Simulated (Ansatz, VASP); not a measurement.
# Cross-check of Si54SeN71 (Se_N) between VASP and Ansatz, part 2 of 2

Aim: how closely do two programs agree when they are given the same cell, functional and k mesh? Of the first pair: The structure shown is the start of the Ansatz relaxation below; VASP solves that cell, so the two are compared at the walk's first step.

VASP 6.6.1 and Ansatz 0.2.0.

So far: The structure; Ansatz: relaxation, PBEsol.

### 3. VASP: single point, PBEsol, start cell, pair 1

Level of this step: PBEsol, spin-polarised from a ferromagnetic start; plane waves and PAW (Si, N, Se) (VASP).

The same cell, functional and mesh now go to VASP, with its own data sets.

Lines of VASP's logs that name or quote its potential files are left out, and so is its time.

The input, INCAR:

```
SYSTEM = Si54SeN71
PREC = Accurate
ENCUT = 520
EDIFF = 1E-06
NELM = 200
ISMEAR = 0
SIGMA = 0.01
LREAL = Auto
ALGO = Normal
GGA = PS
NBANDS = 384
ISPIN = 2
MAGMOM = 0 0 0 0 0 0 0 0 0 0 0 0.01 0 0 0 0 0.03 0 0 0 0 0 0 0 0 0 0 0 0 0.01 0 0 0 0 0 0 0 0 0 0 0 0 0 0 0 0 0 0 0 0.01 0 0 0.06 0 0 0 0 0 0 0.02 0 0 0 -0 -0 -0 0 0 -0 0 0 0 0 -0 0.03 0 0 0 0 -0 -0 0 0 0 0 0 0 0 0 0 -0 0 -0 0 0 0 0 0 0 0 0 0 0 0 -0 0 0.02 0 0 0 -0 -0 -0 0 0 -0 -0 0 -0 0 -0 0.03 0 0.06 0 0
LORBIT = 11
LWAVE = .FALSE.
LCHARG = .FALSE.
ISIF = 2
ISYM = 0
NUPDOWN = 1
LASPH = .TRUE.
GGA_COMPAT = .FALSE.
NCORE = 4
```

The input, POSCAR:

```
Si54SeN71
1.0
   11.4366858822      6.6029736727      0.0000000000
  -11.4366858822      6.6029736727      0.0000000000
    0.0000000000      0.0000000000      8.7307673276
Si N Se
54 71 1
Direct
    0.0231411299      0.8094753960      0.2473006002
    0.3559505980      0.4735614176      0.2535675178
[... 9 atom lines left out ...]
    0.8595149327      0.5442241188      0.2550130952
[... 1 atom line left out ...]
    0.4564979267      0.3181011030      0.2492298693
[... 2 atom lines left out ...]
    0.6436339992      0.5236418953      0.0806697709
[... 2 atom lines left out ...]
    0.3561410160      0.4752483355      0.5796303819
    0.6876740081      0.1440011238      0.5850907267
[... 1 atom line left out ...]
    0.5448148952      0.6880890059      0.4130594557
[... 2 atom lines left out ...]
    0.4746169060      0.1214595279      0.4112686623
    0.8022173145      0.7844809701      0.4163067075
    0.1960885722      0.2127516162      0.5793903113
[... 1 atom line left out ...]
    0.8627451907      0.5505713637      0.5825400917
[... 1 atom line left out ...]
    0.4541509954      0.3129574699      0.5887887980
[... 2 atom lines left out ...]
    0.6505954525      0.5262008495      0.4158896766
[... 2 atom lines left out ...]
    0.3531387373      0.4766726889      0.9194507995
[... 2 atom lines left out ...]
    0.5433000486      0.6830913322      0.7465624447
    0.8818731774      0.3536683232      0.7451193871
[... 1 atom line left out ...]
    0.4765196190      0.1197385513      0.7485675376
    0.8075022175      0.7878694320      0.7444328495
[... 2 atom lines left out ...]
    0.8605287654      0.5430244606      0.9189175131
[... 1 atom line left out ...]
    0.4500893437      0.3120677161      0.9134804194
[... 2 atom lines left out ...]
    0.6455510656      0.5229480656      0.7472754404
[... 2 atom lines left out ...]
    0.3312184413      0.3292291413      0.2519708655
[... 3 atom lines left out ...]
    0.6635665977      0.6659652821      0.0795045812
[... 7 atom lines left out ...]
    0.4574304052      0.2452793480      0.0882687593
[... 6 atom lines left out ...]
    0.7825502500      0.5403871768      0.0849977983
[... 1 atom line left out ...]
    0.5781450706      0.4572467602      0.2521514911
[... 1 atom line left out ...]
    0.9970752935      0.6624246857      0.5826686028
    0.3343956256      0.3372640265      0.5812309285
[... 3 atom lines left out ...]
    0.6649492139      0.6624619549      0.4181231572
    0.2097774191      0.4551158877      0.5863559076
    0.5484982764      0.1227055205      0.5881961811
    0.8810678818      0.7866595007      0.5839009114
[... 1 atom line left out ...]
    0.4263333689      0.5491687790      0.4124729093
[... 2 atom lines left out ...]
    0.4542035274      0.2404342567      0.4209687261
[... 1 atom line left out ...]
    0.2106110062      0.0867374458      0.5830897571
    0.5416695750      0.7573789182      0.5881363925
    0.8791410993      0.4215958756      0.5826600125
[... 2 atom lines left out ...]
    0.7891479861      0.5477938885      0.4161907956
[... 3 atom lines left out ...]
    0.3343016643      0.3367375098      0.9132490537
[... 3 atom lines left out ...]
    0.6630005333      0.6631230338      0.7482566829
[... 4 atom lines left out ...]
    0.4197163702      0.5452690009      0.7474262863
[... 2 atom lines left out ...]
    0.4559954623      0.2396034038      0.7470266650
[... 6 atom lines left out ...]
    0.7908720300      0.5460977109      0.7503507715
[... 1 atom line left out ...]
    0.5728795377      0.4517459319      0.9200177600
[... 1 atom line left out ...]
    0.5802600247      0.4564153188      0.5814419065
```

The input, KPOINTS:

```
Points of the shifted mesh
1
Reciprocal
 0.2500000000  0.2500000000  0.2500000000 1
```

PAW data sets: Si, N and Se (PBE family, release 64).

Started as:

```bash
$ mpirun -np 16 vasp_std
```

Numbers of over 12 decimals in the logs are rounded to 6 here.

Output:

```text
[banner, memory and clock lines left out]
running   16 mpi-ranks, on    1 nodes
[...]
|                                                                             |
|               ----> ADVICE to this user running VASP <----                  |
|                                                                             |
|     You enforced a specific xc type in the INCAR file but a different       |
|     [... a line on the potential file left out ...]
|     I HOPE YOU KNOW WHAT YOU ARE DOING!                                     |
|                                                                             |

 LDA part: xc-table for (Slater+PW92), standard interpolation
 POSCAR, INCAR and KPOINTS ok, starting setup
[...]
entering main loop
       N       E                     dE             d eps       ncg     rms          rms(c)
DAV:   1     0.274269102691E+04    0.27427E+04   -0.28457E+05  1544   0.139E+03
DAV:   2    -0.928797177787E+03   -0.36715E+04   -0.35206E+04  1888   0.300E+02
DAV:   3    -0.119166246502E+04   -0.26287E+03   -0.26066E+03  1872   0.821E+01
DAV:   4    -0.119752345728E+04   -0.58610E+01   -0.58351E+01  1920   0.126E+01
[...]
DAV:  18    -0.105464836194E+04   -0.79876E-05   -0.46321E-06  1520   0.307E-03    0.418E-03
DAV:  19    -0.105464836568E+04   -0.37437E-05   -0.42620E-06  1504   0.274E-03    0.236E-03
DAV:  20    -0.105464836576E+04   -0.82815E-07   -0.22654E-07  1304   0.903E-04
   1 F= -.10546484E+04 E0= -.10546484E+04  d E =-.272625E-18  mag=     1.0000
```

From OUTCAR (step 3):

```text
 magnetization (x)
# of ion       s       p       d       tot
------------------------------------------
    1        0.000   0.000   0.000   0.000
    2        0.000   0.000   0.000   0.000
    3        0.000   0.000   0.000   0.000
    4        0.000   0.000   0.000   0.000
    5       -0.000   0.000   0.000   0.000
    6        0.001   0.000   0.000   0.001
[...]
124        0.012   0.018   0.000   0.030
  125        0.000   0.000   0.000   0.000
  126       -0.003  -0.010   0.186   0.173
--------------------------------------------------
tot          0.121   0.223   0.186   0.530
```

The run ends at a pressure of 6.81 GPa, with forces up to 27 eV/Å.

### 4. Differences

Known differences besides the potentials themselves: VASP starts from the moments at which Ansatz ended; fixed occupations in Ansatz, narrow Gaussian smearing in VASP; the data sets hold 587 valence electrons in Ansatz (on its PAW soft_1 files) and 577 in VASP; the cutoff is 420 eV in Ansatz and 520 eV in VASP (PREC = Accurate, projectors in real space); Ansatz makes its cores anew for this functional, VASP keeps those of its PBE data sets. Total energies have different zeros and are not compared.

Forces on 9 of the 126 atoms, those with the largest forces and the largest differences (eV/Å; atoms numbered as in POSCAR):

| atom | Ansatz x, y, z | VASP x, y, z |
| --- | --- | --- |
| Si18 | 0.806, 2.757, -2.317 | 0.807, 2.765, -2.337 |
| Si32 | 1.628, -19.032, -0.918 | 1.609, -19.032, -0.934 |
| Si35 | -0.581, 12.740, -18.580 | -0.580, 12.716, -18.541 |
| Si53 | -0.023, 14.699, 22.244 | -0.016, 14.698, 22.233 |
| N81 | 0.377, 3.666, -0.205 | 0.371, 3.691, -0.206 |
| N96 | -2.090, 0.719, -0.104 | -2.123, 0.734, -0.094 |
| N115 | -0.771, 0.435, 1.203 | -0.754, 0.418, 1.231 |
| N120 | -0.774, -0.629, -3.215 | -0.783, -0.637, -3.231 |
| Se126 | -0.965, -8.628, -2.959 | -0.960, -8.613, -2.967 |

The forces differ by 11 meV/Å r.m.s., which is 0.5 % of the r.m.s. force of 2.388 eV/Å (both taken over all components). Moments aren't recorded for both runs of this pair, so they may hold unlike magnetic states.

### 5. Ansatz: relaxation, PBEsol

This run makes the geometry at which the two programs are then compared.

The structure compared here is the end of the Ansatz relaxation.

This is the run of step 2 again, met here at its other cell.

### 6. VASP: single point, PBEsol, relaxed atoms in a fixed cell, pair 2

The same cell, functional and mesh now go to VASP, with its own data sets.

INCAR is that of step 3.

The input, POSCAR:

```
Si54SeN71
1.0
   11.4366858800      6.6029736700      0.0000000000
  -11.4366858800      6.6029736700      0.0000000000
    0.0000000000      0.0000000000      8.7307673300
Si N Se
54 71 1
Direct
    0.0213708121      0.8088546956      0.2494240565
    0.3531510249      0.4730343593      0.2494665917
[... 9 atom lines left out ...]
    0.8682554315      0.5502226703      0.2490709016
[... 1 atom line left out ...]
    0.4545614154      0.3147457081      0.2478107545
[... 2 atom lines left out ...]
    0.6538792214      0.5292646211      0.0706940520
[... 2 atom lines left out ...]
    0.3516021685      0.4730803970      0.5832635035
    0.6857318277      0.1415584154      0.5830139234
[... 1 atom line left out ...]
    0.5462272121      0.6863945770      0.4162158499
[... 2 atom lines left out ...]
    0.4713577681      0.1160444709      0.4139159498
    0.8093568594      0.7908001639      0.4159119505
    0.1822341323      0.2089857783      0.5826606322
[... 1 atom line left out ...]
    0.8649962656      0.5514609067      0.5816835215
[... 1 atom line left out ...]
    0.4106045946      0.2724866469      0.5822745018
[... 2 atom lines left out ...]
    0.6588194243      0.5364570303      0.3945073500
[... 2 atom lines left out ...]
    0.3523838079      0.4720691099      0.9161527110
[... 2 atom lines left out ...]
    0.5457396928      0.6863509524      0.7493389770
    0.8795994139      0.3554562899      0.7495314735
[... 1 atom line left out ...]
    0.4702626929      0.1140878197      0.7512942581
    0.8092274997      0.7921941764      0.7491368936
[... 2 atom lines left out ...]
    0.8676895269      0.5519686507      0.9194488804
[... 1 atom line left out ...]
    0.4442210594      0.3064397897      0.9167031196
[... 2 atom lines left out ...]
    0.6683163718      0.5464593903      0.7972272999
[... 2 atom lines left out ...]
    0.3330029213      0.3331999526      0.2499860461
[... 3 atom lines left out ...]
    0.6670013124      0.6683010664      0.0877634306
[... 7 atom lines left out ...]
    0.4512926780      0.2392491273      0.0836943582
[... 6 atom lines left out ...]
    0.7936299314      0.5458272754      0.0861516320
[... 1 atom line left out ...]
    0.5807236848      0.4530166753      0.2410060712
[... 1 atom line left out ...]
    0.0047691660      0.6705905382      0.5816189355
    0.3207505415      0.3291645919      0.5827431358
[... 3 atom lines left out ...]
    0.6687353473      0.6701751955      0.4141813327
    0.2128749183      0.4571905347      0.5830822603
    0.5455556222      0.1237483894      0.5828600927
    0.8827015514      0.7942757893      0.5826516684
[... 1 atom line left out ...]
    0.4251521187      0.5450884454      0.4172591764
[... 2 atom lines left out ...]
    0.4400465518      0.2290661067      0.4081860679
[... 1 atom line left out ...]
    0.2199037028      0.0976620502      0.5824066761
    0.5423808762      0.7568347951      0.5824445213
    0.8776878093      0.4261432007      0.5820573460
[... 2 atom lines left out ...]
    0.7987744127      0.5573003690      0.4113342732
[... 3 atom lines left out ...]
    0.3269265934      0.3301286960      0.9147818054
[... 3 atom lines left out ...]
    0.6687032977      0.6731541217      0.7470036783
[... 4 atom lines left out ...]
    0.4240650098      0.5453782967      0.7490813379
[... 2 atom lines left out ...]
    0.4346116835      0.2239085204      0.7559673887
[... 6 atom lines left out ...]
    0.8015184813      0.5562277450      0.7524734348
[... 1 atom line left out ...]
    0.5656779339      0.4436442613      0.9216322993
[... 1 atom line left out ...]
    0.5953201526      0.4193019693      0.5934706664
```

KPOINTS is that of step 3.

Started as:

```bash
$ mpirun -np 16 vasp_std
```

Output:

```text
[banner, memory and clock lines left out]
running   16 mpi-ranks, on    1 nodes
[...]
[... a notice as in an earlier step ...]

 LDA part: xc-table for (Slater+PW92), standard interpolation
 POSCAR, INCAR and KPOINTS ok, starting setup
[...]
entering main loop
       N       E                     dE             d eps       ncg     rms          rms(c)
DAV:   1     0.272174430678E+04    0.27217E+04   -0.28445E+05  1544   0.139E+03
DAV:   2    -0.939098971126E+03   -0.36608E+04   -0.35078E+04  1872   0.299E+02
DAV:   3    -0.120728166434E+04   -0.26818E+03   -0.26589E+03  1872   0.829E+01
DAV:   4    -0.121333469361E+04   -0.60530E+01   -0.60269E+01  1920   0.127E+01
[...]
DAV:  17    -0.107185863955E+04   -0.81677E-05   -0.76730E-06  1664   0.416E-03    0.401E-03
DAV:  18    -0.107185864120E+04   -0.16541E-05   -0.18256E-06  1272   0.211E-03    0.206E-03
DAV:  19    -0.107185864134E+04   -0.13709E-06   -0.51544E-07  1264   0.109E-03
   1 F= -.10718586E+04 E0= -.10718586E+04  d E =-.368875E-15  mag=     1.0000
```

OUTCAR, selected parts (step 6):

```text
 magnetization (x)
# of ion       s       p       d       tot
------------------------------------------
    1        0.000   0.000   0.000   0.000
    2        0.000   0.000   0.000   0.000
    3        0.000   0.000   0.000   0.000
    4        0.000   0.000   0.000   0.000
    5        0.001   0.002   0.000   0.003
    6        0.000  -0.000   0.000  -0.000
[...]
124        0.022   0.040   0.000   0.062
  125        0.000   0.000   0.000   0.000
  126        0.001   0.003   0.001   0.005
--------------------------------------------------
tot          0.130   0.327   0.001   0.458
```

The run ends at a pressure of 2.99 GPa, with forces up to 0.033 eV/Å.

### 7. Differences

What differs besides the data sets and the points named for the pairs above, as far as they apply: the data sets hold 587 valence electrons in Ansatz (on its PAW soft_1 files) and 577 in VASP; site moments are counted in spheres of each program's own size. Total energies have different zeros and are not compared.

Both answers:

| quantity | Ansatz | VASP | difference |
| --- | --- | --- | --- |
| total moment, fixed by the input (μB) | 1.00 | 1.00 | 0.00 |
| moment on Si53 (μB) | 0.07 | 0.13 | -0.07 |
| moment on N124 (μB) | 0.06 | 0.06 | 0.00 |

The largest component of a force difference here is 25 meV/Å.

### 8. What came out

| Property | Result |
| --- | --- |
| r.m.s. force difference (single point, PBEsol, start cell, pair 1) | 0.48 % of the r.m.s. force |
| difference in moment on Si53 (single point, PBEsol, relaxed atoms in a fixed cell, pair 2) | -0.068 μB |

**Reading.** The r.m.s. force difference is 0.48 % of the r.m.s. force (single point, PBEsol, start cell, pair 1), within the 3 % picked in this series as the mark of a large difference. The data sets hold unlike numbers of valence electrons (587 in Ansatz and 577 in VASP), so part of the differences may come from the potentials. How closely two codes agree says nothing of how well the functional describes the real material.

[Lines on the potential files, build, host, timing and source positions are cut from VASP's logs without a mark.]

[Logs are printed without paths, hosts, clocks, repeated set-up lines and the standing remarks that a program may print on its own settings, such as how far it seeks lower states.]

[Hosts, paths, dates, database ids (printed as entryN), source tags and the programs' standing remarks are cut or masked in the printed files.]
